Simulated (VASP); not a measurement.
Input for VASP

### KPOINTS
```
kpoints
0
G
6 6 6
```

### POSCAR
```
CsCl
1
    4.1200000000     0.0000000000     0.0000000000
    0.0000000000     4.1200000000     0.0000000000
    0.0000000000     0.0000000000     4.1200000000
Cs Cl
1 1
Direct
  0.0000000000   0.0000000000   0.0000000000
  0.5000000000   0.5000000000   0.5000000000
```

**INCAR**
```
SYSTEM = CsCl
PREC = Accurate
ENCUT = 520
EDIFF = 1E-6
NELM = 100
ALGO = Normal
LREAL = .FALSE.
LASPH = .TRUE.
ISMEAR = 0
SIGMA = 0.05
GGA = MK
PARAM1 = 0.1234568
PARAM2 = 0.7114
ZAB_VDW = -1.8867
LUSE_VDW = .TRUE.
AGGAC = 0.0
LMAXMIX = 4
LWAVE = .FALSE.
LCHARG = .FALSE.
IBRION = 2
ISIF = 3
NSW = 60
EDIFFG = -0.01
```

POTCAR, in this order: Cs_sv Cl (PBE.64 set). Program: vasp_std.

Q: Translate this rev-vdW-DF2 calculation to Quantum ESPRESSO's pw.x.

A: One equivalent input (not run):
```
&CONTROL
  calculation = 'vc-relax'
  pseudo_dir = './pseudo'
  outdir = './out'
  tprnfor = .true.
  tstress = .true.
  nstep = 60
  forc_conv_thr = 0.00039
/
&SYSTEM
  ibrav = 0
  nat = 2
  ntyp = 2
  ecutwfc = 58
  occupations = 'smearing'
  smearing = 'gaussian'
  degauss = 0.003675
  input_dft = 'vdw-df2-b86r'
/
&ELECTRONS
  conv_thr = 7.3e-08
  electron_maxstep = 100
/
&IONS
/
&CELL
/
ATOMIC_SPECIES
  Cs 132.905 Cs.upf
  Cl 35.450 Cl.upf
CELL_PARAMETERS angstrom
     4.1200000    0.0000000    0.0000000
     0.0000000    4.1200000    0.0000000
     0.0000000    0.0000000    4.1200000
ATOMIC_POSITIONS crystal
  Cs   0.0000000  0.0000000  0.0000000
  Cl   0.5000000  0.5000000  0.5000000
K_POINTS automatic
  6 6 6 0 0 0
```
Limits of the translation: the potentials are each code's own (VASP's PAW set, PseudoDojo norm-conserving files in pw.x), so ENCUT and ecutwfc are chosen apart and not converted; conv_thr bounds pw.x's estimated SCF error, while EDIFF bounds the energy change between steps; forc_conv_thr acts on force components and is met together with etot_conv_thr.

The compound is CsCl in the CsCl type structure. This run relaxes it. Symmetry was kept, so distortions that lower it aren't found.
